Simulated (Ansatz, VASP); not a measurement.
# Cross-check of RbVS3 between VASP and Ansatz, part 2 of 3

Aim: how closely do two programs agree when they are given the same cell, functional and k mesh? The cell is generated by rule, not measured, and may not be a known phase. The cell is taken from a series of runs on this material, whose earlier steps may have relaxed, scaled, displaced or heated it; both programs get it as it stands.

VASP 6.6.1 and Ansatz 0.2.0.

So far: The starting structure; VASP: relaxation of cell and atoms, PBEsol, pair 1.

## (3) Ansatz: relaxation of cell and atoms, PBEsol, pair 1

Level of this step: Ansatz beside VASP: Kohn-Sham DFT, plane waves, PBEsol (Ansatz).

Ansatz runs on its PAW soft_1 files.

The same cell, functional, mesh and smearing now go to Ansatz, which takes its cutoff from its data sets.

input.yaml reads:

```yaml
crystal:
  lattice:
    - [4.6426622666, 0.0, 0.0]
    - [0.0, 4.6426622666, 0.0]
    - [0.0, 0.0, 4.6426622666]
  atoms:
    - { symbol: Rb, position: [0.0, 0.0, 0.0] }
    - { symbol: V, position: [0.5, 0.5, 0.5] }
    - { symbol: S, position: [0.5, 0.5, 0.0] }
    - { symbol: S, position: [0.5, 0.0, 0.5] }
    - { symbol: S, position: [0.0, 0.5, 0.5] }
kpoints:
  mp_grid: { grid: [8, 8, 8] }
hamiltonian:
  xc: pbesol
  pseudopotentials: { kind: paw, azcp: { folder: soft_1 }, xc_functional: pbe }
scf:
  occupations: { method: methfessel_paxton, width: 0.2 }
output:
  forces: true
  stress: true
  eigenvalues: true
relax:
  adjacent_minimum: "off"
  f_tol: 0.001
  max_steps: 60
  cell: { stress_tol: 0.01 }
```

Run with:

```
$ ansatz run input.yaml --threads 4 --pin off --max-ram 16384MiB --backend cpu --events-out ev --progress --plain --runs-dir out
```

Numbers of over 12 decimals in the logs are rounded to 6 here.

The program printed:

```text
Engine: ansatz 0.2.0, aarch64-unknown-linux-gnu
Pseudopotentials: kind: paw
Pseudopotential: Rb, paw, valence charge 9, recommended cutoff 420 eV (normal), soft_1/Rb.paw.azcp
Pseudopotential: V, paw, valence charge 13, recommended cutoff 420 eV (normal), soft_1/V.paw.azcp
Pseudopotential: S, paw, valence charge 6, recommended cutoff 420 eV (normal), soft_1/S.paw.azcp
Functional definition: PBEsol
  exchange = pbesol_x
  correlation = pbesol_c
Crystal: 5 atoms, lattice volume = 100.069 Å³
Basis set: ecut = 420 eV, 1935 PW (Γ), exchange–correlation on 64×64×64 points (8 copies of the dense FFT grid, shifted against one another)
Bands: 25, of which v1, the nominal top of the filled ones, is band 20 counted from 1 (19 counted from 0)
Symmetry: 48 space group operations
Space group: Pm-3m (ITA 221), of the structure as read, at distance tolerance 4.6e-5 Å
k-points: 35 of 512
Non-local potential: Rb, projectors of the file, l = 0: 3, l = 1: 2, l = 2: 2
Non-local potential: V, projectors of the file, l = 0: 3, l = 1: 2, l = 2: 3, l = 3: 1
Non-local potential: S, projectors of the file, l = 0: 2, l = 1: 2, l = 2: 1
PAW form: soft (Blöchl's): semilocal exchange-correlation on the pseudo side does not see the compensation charge
PAW frozen core: Rb, regenerated for the run's functional, and the local potential with it (the file was generated under x = pbe(κ = 0.804, μ = 0.219515), c = pbe(β = 0.066725))
PAW frozen core: V, regenerated for the run's functional, and the local potential with it (the file was generated under x = pbe(κ = 0.804, μ = 0.219515), c = pbe(β = 0.066725))
PAW frozen core: S, regenerated for the run's functional, and the local potential with it (the file was generated under x = pbe(κ = 0.804, μ = 0.219515), c = pbe(β = 0.066725))
PAW one-centre angular grid: Rb, 110 points (default); XC on 64 Gauss nodes
PAW one-centre angular grid: V, 590 points (default); XC on 64 Gauss nodes
PAW one-centre angular grid: S, 110 points (default); XC on 64 Gauss nodes
Initial density: superposition of atomic densities (chi_scale 0.1, normalization cell, long waves kept (reshape's long-wave potential 0.00 eV rms))
Initial wavefunctions: pseudopotential atomic-orbital guess
Functional: x = pbesol(κ = 0.804, μ = 0.123457), c = pbesol(β = 0.046)
SCF iter   1: F=—  HF=-8761.341512 eV  |F-HF|=—  |Δ(HF+E_count)|=         —  Δρ=3.31e-2  dr2=1.73e0  ethr=3.10e-3  ⟨swp⟩=8.6  Hψ=9904  notcnv=0  defer=3
automatic band count: the SCF goes on with 30 bands, as 25 were too few: the levels above may hold too much charge
preconditioner: auto → Kerker (q_TF=auto, 2.342 Å⁻¹)  [metal: Δε(μ)=0.080 eV  Ē_g=10.390 eV  σ=0.200 eV  W_gap=0.33  n_scr=18 (ndim 8)  ℏωp=20.3 eV  f_vac=0.000  D(μ)=2.51/eV (n_scr^D=18)]
SCF iter   2: F=—  HF=-8761.015498 eV  |F-HF|=—  |Δ(HF+E_count)|=   3.26e-1  S|Δr|=    0.00e0  Δρ=1.94e-2  dr2=6.50e-1  ethr=3.10e-3  ⟨swp⟩=2.2  Hψ=1563  notcnv=0  defer=35
SCF iter   3: F=—  HF=-8760.830441 eV  |F-HF|=—  |Δ(HF+E_count)|=   1.85e-1  S|Δr|=    0.00e0  Δρ=5.26e-3  dr2=4.20e-2  ethr=1.62e-3  ⟨swp⟩=2.7  Hψ=1807  notcnv=0  defer=35
SCF iter   4: F=—  HF=-8760.827395 eV  |F-HF|=—  |Δ(HF+E_count)|=   3.05e-3  S|Δr|=    0.00e0  Δρ=1.94e-3  dr2=7.67e-3  ethr=1.05e-4  ⟨swp⟩=1.3  Hψ=1063  notcnv=0  defer=36
SCF iter   5: F=—  HF=-8760.825558 eV  |F-HF|=—  |Δ(HF+E_count)|=   1.84e-3  S|Δr|=    0.00e0  Δρ=6.67e-4  dr2=6.65e-4  ethr=1.92e-5  ⟨swp⟩=2.1  Hψ=1415  notcnv=0  defer=37
SCF iter   6: F=—  HF=-8760.825494 eV  |F-HF|=—  |Δ(HF+E_count)|=   6.32e-5  S|Δr|=    0.00e0  Δρ=1.02e-4  dr2=1.57e-5  ethr=1.66e-6  ⟨swp⟩=2.1  Hψ=1412  notcnv=0  defer=38
SCF iter   7: F=—  HF=-8760.825600 eV  |F-HF|=—  |Δ(HF+E_count)|=   1.05e-4  S|Δr|=    0.00e0  Δρ=3.23e-5  dr2=2.68e-6  ethr=3.92e-8  ⟨swp⟩=2.2  Hψ=1624  notcnv=0  defer=51
SCF iter   8: F=—  HF=-8760.825599 eV  |F-HF|=—  |Δ(HF+E_count)|=   1.03e-7  S|Δr|=    0.00e0  Δρ=8.51e-6  dr2=1.41e-7  ethr=6.71e-9  ⟨swp⟩=2.3  Hψ=1535  notcnv=0  defer=51
SCF iter   9: F=-8760.825600 eV  HF=-8760.825600 eV  |F-HF|=4.29e-9  |Δ(HF+E_count)|=   4.56e-8  S|Δr|=    0.00e0  Δρ=2.91e-6  dr2=1.21e-8  ethr=2.50e-10  ⟨swp⟩=13.3  Hψ=5219  notcnv=0
SCF 1 converged in 9 iterations: F = -8760.825600 eV  dr2 = 1.21e-8
  greatest PAW one-centre occupation: 1.000 electrons in one spin orbital (limit 2), on the V atom at site 1 (counted from 0), in its partial waves of l = 0
relax step   1: F+E_penalty+E_count = -8760.82559955 eV  Δ(F+E_penalty+E_count) = +0.000e0 eV  max|allowed force component| = 3.455e-29 eV/Å  Δτ_max = 0.0000 Å  P = +0.006 GPa  Ω = 100.069 Å³  (9 SCF iters, dr2 threshold 1.00e-7 eV, accepted)
Bands: 30, of which v1, the nominal top of the filled ones, is band 20 counted from 1 (19 counted from 0)
Initial density: handed on by an earlier stage of this run
Initial wavefunctions: pseudopotential atomic-orbital guess (no wavefunctions were taken with the density)
iter 1 solved again at ethr=1.28e-6 eV; its pass at ethr=3.10e-3 eV (dr2=5.13e-4 eV) is discarded
SCF iter   1: F=—  HF=-8760.825488 eV  |F-HF|=—  |Δ(HF+E_count)|=         —  Δρ=4.95e-6  dr2=2.03e-8  ethr=1.28e-6  ⟨swp⟩=3.1  Hψ=8305  notcnv=0
eigensolver tolerance schedule: the retry pair's looser diagonalisation over-reported the residual by 25220.03 of it (diagonalisation noise at an unbounded share of the residual, at the tolerance the schedule requests for it); recorded, not acted on — ethr = c·dr2/N_el stays at c = 1.0e-1
preconditioner: auto → Kerker (q_TF=auto, 2.342 Å⁻¹)  [metal: Δε(μ)=0.033 eV  Ē_g=10.304 eV  σ=0.200 eV  W_gap=0.14  n_scr=18 (ndim 8)  ℏωp=20.3 eV  f_vac=0.000  D(μ)=4.79/eV (n_scr^D=32)]
SCF iter   2: F=—  HF=-8760.825600 eV  |F-HF|=—  |Δ(HF+E_count)|=   1.11e-4  S|Δr|=    0.00e0  Δρ=2.42e-6  dr2=6.20e-9  ethr=5.08e-11  ⟨swp⟩=4.0  Hψ=2945  notcnv=0
SCF iter   3: F=—  HF=-8760.825600 eV  |F-HF|=—  |Δ(HF+E_count)|=   2.58e-9  S|Δr|=    0.00e0  Δρ=1.22e-6  dr2=2.36e-9  ethr=1.55e-11  ⟨swp⟩=1.2  Hψ=1074  notcnv=0
SCF iter   4: F=—  HF=-8760.825600 eV  |F-HF|=—  |Δ(HF+E_count)|=   1.34e-9  S|Δr|=    0.00e0  Δρ=5.31e-7  dr2=2.13e-10  ethr=5.90e-12  ⟨swp⟩=2.0  Hψ=1457  notcnv=0
SCF iter   5: F=—  HF=-8760.825600 eV  |F-HF|=—  |Δ(HF+E_count)|=  1.82e-11  S|Δr|=    0.00e0  Δρ=3.33e-7  dr2=4.94e-11  ethr=1.00e-12  ⟨swp⟩=1.1  Hψ=1060  notcnv=0
SCF iter   6: F=—  HF=-8760.825600 eV  |F-HF|=—  |Δ(HF+E_count)|=  3.64e-12  S|Δr|=    0.00e0  Δρ=7.22e-8  dr2=2.36e-12  ethr=1.00e-12  ⟨swp⟩=1.0  Hψ=1050  notcnv=0
SCF iter   7: F=-8760.825600 eV  HF=-8760.825600 eV  |F-HF|=0.00e0  |Δ(HF+E_count)|=  3.64e-12  S|Δr|=    0.00e0  Δρ=2.54e-8  dr2=3.42e-13  ethr=1.00e-12  ⟨swp⟩=7.3  Hψ=4644  notcnv=0
SCF 2 converged in 7 iterations: F = -8760.825600 eV  dr2 = 3.42e-13
relax step   2: F+E_penalty+E_count = -8760.82559955 eV  Δ(F+E_penalty+E_count) = -3.285e-9 eV  max|allowed force component| = 8.677e-30 eV/Å  Δτ_max = 0.0000 Å  P = +0.006 GPa  Ω = 100.069 Å³  stress off target by 6.42e-3 GPa  SCF on the basis re-selected at this cell (its energy is not comparable with the rows above)  (7 SCF iters)
basis re-selected at this cell: Δ(F+E_penalty+E_count) = -3.285e-9 eV, ΔP = -0.000 GPa vs the last step (what re-selecting the basis moved, of the pressure what is left beyond the Pulay correction that the steps carried, after the strain that the cell walked since its last selection, with what the two solves' SCF thresholds leave and, on support functions, any second-order correction that the steps lacked; it is no m [...]
SCF converged after 7 iterations
Stability not checked: this state was not tested for a lower state beside it, because cold or Methfessel-Paxton smearing, or corrected tetrahedra, fill the levels in a way that the test cannot read (fill_not_monotonic; see scf.lower_state_search)
Free energy (F): -8760.825600 eV
Harris-Foulkes:  -8760.825600 eV  (|F-HF|=0.00e0)
Internal energy: -8760.802918 eV  (E = F + TS)
E sigma→0 (E₀):  -8760.819929 eV
Entropy (-TS):   -0.022681 eV (-4.536 meV/atom)
Fermi energy:    7.811124 eV
--- Per-component energies (eV) ---
  E_band       = -282.984233
  E_kinetic    = 794.759309
  E_local      = -2463.805129  (includes V_loc(G=0)·N_el)
  E_nonlocal   = 373.797740
  E_hartree    = 907.805302
  E_xc         = -502.004407
  E_vxc        = -522.795358  (∫ρ·V_xc dr)
  E_paw        = -5448.133330  (= ΣΔE_a)
  E_vpaw       = -280.552445  (= ΣTr[D̂ρ^β])
  E_aug_tail   = 0.001026  (compensation charges beyond the density's cutoff)
  E_ewald      = -2423.682627
  E_core_change = 0.459199  (= ΣΔE_core)
  E_smearing   = -0.022681  (= −TS)
  E_closure    = -0.000000  (closes the sum)
  Σ components = -8760.825600   (vs F -8760.825600, Δ=0.00e0)
--- Forces (eV/Å), atoms counted from 1 ---
  atom   1  Rb    -0.00000000     0.00000000     0.00000000
  atom   2  V      0.00000000     0.00000000    -0.00000000
  atom   3  S      0.00000000     0.00000000     0.00000000
  atom   4  S      0.00000000     0.00000000    -0.00000000
  atom   5  S      0.00000000     0.00000000    -0.00000000
  max |Σ_I F_I| component: 2.76e-29 eV/Å
--- Stress (GPa, compression-positive) ---
        0.006418       0.000000       0.000000
        0.000000       0.006418       0.000000
       -0.000000       0.000000       0.006418
  P = ⅓ Tr σ = 0.0064 GPa (0.064 kbar)
--- Band table (eV; the first three rows and the last of 35) ---
  k-point 0: bands = [... 16 lower, 6.6263, 6.9190, 6.9190, 6.9190, 7.7116, 7.7116, 7.7116, 8.2491, ... 6 higher]
  k-point 1: bands = [... 16 lower, 6.4906, 6.9266, 7.0513, 7.1868, 7.1868, 7.9185, 7.9185, 8.2609, ... 6 higher]
  k-point 2: bands = [... 16 lower, 6.2013, 6.2302, 6.9450, 7.2162, 7.2162, 8.2806, 8.4113, 8.4113, ... 6 higher]
  k-point 34: bands = [... 16 lower, 3.8591, 8.1892, 8.1892, 8.1892, 9.0275, 9.0275, 9.0275, 12.8168, ... 6 higher]
--- Relaxed structure (1 steps of the walk, 1 accepted, 1 SCFs on fresh bases) ---
  F+E_penalty+E_count = -8760.82559955 eV   max|allowed force component| = 8.677e-30 eV/Å   (the final SCF, on the basis selected at the relaxed cell)
  cell:  # Å, volume = 100.0694 Å³
    - [4.6426622666, 0.0, 0.0]
    - [0.0, 4.6426622666, 0.0]
    - [0.0, 0.0, 4.6426622666]
  atoms:
    - { symbol: Rb, position: [0.0, 0.0, 0.0] }
    - { symbol: V, position: [0.5, 0.5, 0.5] }
    - { symbol: S, position: [0.5, 0.5, 0.0] }
    - { symbol: S, position: [0.5, 0.0, 0.5] }
    - { symbol: S, position: [0.0, 0.5, 0.5] }
```

In the SCF lines HF is the Harris–Foulkes energy and dr2 the Hartree energy of the density residual, in eV; the loop may stop once dr2 is under the threshold and the program's other checks hold. Hψ counts applications of the Hamiltonian.

## (4) Side by side

Known differences besides the potentials themselves: the cutoff is 420 eV in Ansatz and 500 eV in VASP; Ansatz makes its cores anew for this functional, VASP keeps those of its PBE data sets; Ansatz adds a Pulay correction to the stress that steers its cell, VASP none. Total energies have different zeros and are not compared.

Both answers:

```csv
quantity,Ansatz,VASP,difference
volume (Å³),100.07,100.20,-0.13 %
"edge a after relaxation, in the typed setting (Å)",4.643,4.645,-0.04 %
```

## (5) VASP: relaxation of cell and atoms, PBEsol, pair 2

The relaxed volume is the usual yardstick between codes: in a stiff, nearly cubic crystal its relative difference is about their pressure difference at one cell divided by the bulk modulus. Its start cell is another than that of the pair before, and may be another structure of the material.

INCAR reads:

```
SYSTEM = RbVS3
PREC = Accurate
ENCUT = 500
EDIFF = 1E-07
NELM = 120
ISMEAR = 0
SIGMA = 0.01
LREAL = .FALSE.
ALGO = Normal
GGA = PS
NBANDS = 26
LASPH = .TRUE.
LORBIT = 11
LWAVE = .FALSE.
LCHARG = .FALSE.
ISIF = 3
IBRION = 2
NSW = 80
EDIFFG = -0.005
GGA_COMPAT = .FALSE.
NELMIN = 4
EFERMI = MIDGAP
KPAR = 2
```

POSCAR reads:

```
RbVS3
1.0
    3.8603140000      0.0000000000      0.0000000000
    0.0000000000      3.5394260000      4.5848990000
    0.0000000000     -3.5394260000      4.5848990000
Rb V S
1 1 3
Direct
    0.5000000000      0.0168486809      0.0168486809
    0.0000000000      0.4081129159      0.4081129159
    0.5000000000      0.5333365032      0.5333365032
    0.0000000000      0.5131122696      0.0379284404
    0.0000000000      0.0379284404      0.5131122696
```

KPOINTS reads:

```
Automatic mesh
0
Gamma
6 4 4
0 0 0
```

PAW data sets: Rb_sv, V_sv and S (PBE family, release 64).

Run with:

```
$ mpirun -np 2 vasp_std
```

The program printed:

```text
[banner, memory and clock lines left out]
running    2 mpi-ranks, on    1 nodes
[...]
[... a notice as in an earlier step ...]

 LDA part: xc-table for (Slater+PW92), standard interpolation
 POSCAR, INCAR and KPOINTS ok, starting setup
[...]
entering main loop
       N       E                     dE             d eps       ncg     rms          rms(c)
DAV:   1     0.297035831904E+03    0.29704E+03   -0.20391E+04  1680   0.135E+03
DAV:   2    -0.856032782128E+01   -0.30560E+03   -0.29896E+03  1736   0.325E+02
DAV:   3    -0.327015489826E+02   -0.24141E+02   -0.23869E+02  2044   0.871E+01
DAV:   4    -0.332837849206E+02   -0.58224E+00   -0.58108E+00  1844   0.126E+01
[...]
DAV:  16    -0.282242849622E+02    0.12267E-04   -0.45459E-05  1586   0.454E-02    0.191E-02
DAV:  17    -0.282242852687E+02   -0.30648E-06   -0.62488E-06  1788   0.139E-02    0.850E-03
DAV:  18    -0.282242852519E+02    0.16795E-07   -0.73476E-07  1634   0.532E-03
   1 F= -.28224285E+02 E0= -.28224285E+02  d E =-.282243E+02
[...]
DAV:   8    -0.282242831993E+02   -0.94377E-07   -0.25466E-08   782   0.108E-03
   2 F= -.28224283E+02 E0= -.28224283E+02  d E =0.205257E-05
 trial-energy change:    0.000002  1 .order   -0.000001   -0.000024    0.000021
 step:   0.4213(harm=  0.5265)  dis= 0.00006  next Energy=   -28.224290 (dE=-0.477E-05)
[...]
N       E                     dE             d eps       ncg     rms          rms(c)
DAV:   1    -0.282243872440E+02   -0.10414E-03   -0.17561E-03  1610   0.399E-01    0.111E-01
DAV:   2    -0.282246250768E+02   -0.23783E-03   -0.27991E-03  1710   0.381E-01    0.172E-01
DAV:   3    -0.282242962228E+02    0.32885E-03   -0.15659E-03  1712   0.268E-01    0.244E-02
DAV:   4    -0.282242907876E+02    0.54352E-05   -0.53028E-05  1476   0.441E-02    0.836E-03
DAV:   5    -0.282242899845E+02    0.80304E-06   -0.21741E-06  2020   0.874E-03    0.454E-03
DAV:   6    -0.282242893276E+02    0.65693E-06   -0.37369E-07  1802   0.409E-03    0.176E-03
DAV:   7    -0.282242892109E+02    0.11669E-06   -0.41954E-08   798   0.150E-03    0.829E-04
DAV:   8    -0.282242891541E+02    0.56773E-07   -0.99575E-09   758   0.668E-04
   3 F= -.28224289E+02 E0= -.28224289E+02  d E =-.390223E-05
[...]
reached required accuracy - stopping structural energy minimisation
```

From OUTCAR (step 5):

```text
  Total       -0.0096072      0.0002504      0.0049764      0.0000000      0.0000000      0.0000000
  in kB       -0.1228960      0.0032031      0.0636580      0.0000000      0.0000000      0.0000000
  external PRESSURE =      -0.0186783 kB  Pullay stress =       0.0000000 kB

 POSITION                                       TOTAL-FORCE (eV/Angst)
 -----------------------------------------------------------------------------------
      1.92992      0.00000      0.15451         0.000000      0.000000      0.000842
      0.00000      0.00000      3.74195         0.000000      0.000000      0.002407
      1.92992      0.00000      4.89022         0.000000      0.000000      0.003256
      0.00000      1.68160      2.52627         0.000000      0.002412     -0.003253
      0.00000     -1.68160      2.52627         0.000000     -0.002412     -0.003253
 -----------------------------------------------------------------------------------
    total drift:                               -0.000000     -0.000000      0.001154

  FREE ENERGIE OF THE ION-ELECTRON SYSTEM (eV)
  ---------------------------------------------------
  free  energy   TOTEN  =       -28.2242891541 eV

  energy  without entropy=      -28.2242891541  energy(sigma->0) =      -28.22428915

[... 1 part as in an earlier step ...]

[... 3 further parts left out ...]
[key lines of the parts left out:]
E-fermi :   2.4426
```

The run keeps the 4 symmetry operations of its start, so it cannot find a distortion of lower symmetry.

## (6) Ansatz: relaxation of cell and atoms, PBEsol, pair 2

The same cell, functional and mesh now go to Ansatz, which takes its cutoff from its data sets.

The cell is taken from a series of runs on this material, whose earlier steps may have relaxed, scaled, displaced or heated it; both programs get it as it stands.

input.yaml, the sections that differ from step 3:

```yaml
crystal:
  lattice:
    - [3.8603141631, 0.0, 0.0]
    - [0.0, 3.5394255376, 4.5848994478]
    - [0.0, -3.5394255376, 4.5848994478]
  atoms:
    - { symbol: Rb, position: [0.5, 0.0168486578, 0.0168486578] }
    - { symbol: V, position: [0.0, 0.408112856, 0.408112856] }
    - { symbol: S, position: [0.5, 0.5333364488, 0.5333364488] }
    - { symbol: S, position: [0.0, 0.5131122938, 0.0379284588] }
    - { symbol: S, position: [0.0, 0.0379284588, 0.5131122938] }
kpoints:
  mp_grid: { grid: [6, 4, 4] }
scf:
  occupations: { method: fixed }
# hamiltonian, output, relax: as in step 3
```

Run with:

```
$ ansatz run input.yaml --threads 4 --pin off --max-ram 16384MiB --backend cpu --events-out ev --progress --plain --runs-dir out
```

The program printed:

```text
[...]
Crystal: 5 atoms, lattice volume = 125.290 Å³
Basis set: ecut = 420 eV, 2489 PW (Γ), exchange–correlation on 54×80×80 points (8 copies of the dense FFT grid, shifted against one another)
Bands: 25, of which v1, the nominal top of the filled ones, is band 20 counted from 1 (19 counted from 0)
Symmetry: 4 space group operations
[...]
k-points: 28 of 96 (time reversal used)
[...]
cell:  # Å, volume = 125.3294 Å³
    - [3.857085, 0.0, 0.0]
    - [0.0, 3.540226, 4.589154]
    - [0.0, -3.540226, 4.589154]
  atoms:
    - { symbol: Rb, position: [0.5, 0.016985, 0.016985] }
    - { symbol: V, position: [0, 0.407963, 0.407963] }
    - { symbol: S, position: [0.5, 0.533312, 0.533312] }
    - { symbol: S, position: [0, 0.513132, 0.037947] }
    - { symbol: S, position: [0, 0.037947, 0.513132] }
[key lines of the parts left out:]
SCF converged after 8 iterations
Free energy (F): -8761.435899 eV
Fermi energy:    4.799031 eV
P = ⅓ Tr σ = -0.0011 GPa (-0.011 kbar)
```

## (7) Side by side

What differs besides the data sets and the points named for the pairs above, as far as they apply: fixed occupations in Ansatz, narrow Gaussian smearing in VASP. Total energies have different zeros and are not compared.

Both answers:

```csv
quantity,Ansatz,VASP,difference
volume (Å³),125.33,125.25,+0.07 %
"edge a after relaxation, in the typed setting (Å)",3.857,3.860,-0.07 %
"edge b after relaxation, in the typed setting (Å)",5.796,5.792,+0.08 %
```

[end of part 2 of 3]

[Lines on the potential files, build, host, timing and source positions are cut from VASP's logs without a mark.]

[Logs are printed without paths, hosts, clocks, repeated set-up lines and the standing remarks that a program may print on its own settings, such as how far it seeks lower states.]

[Hosts, paths, dates, database ids (printed as entryN), source tags and the programs' standing remarks are cut or masked in the printed files.]
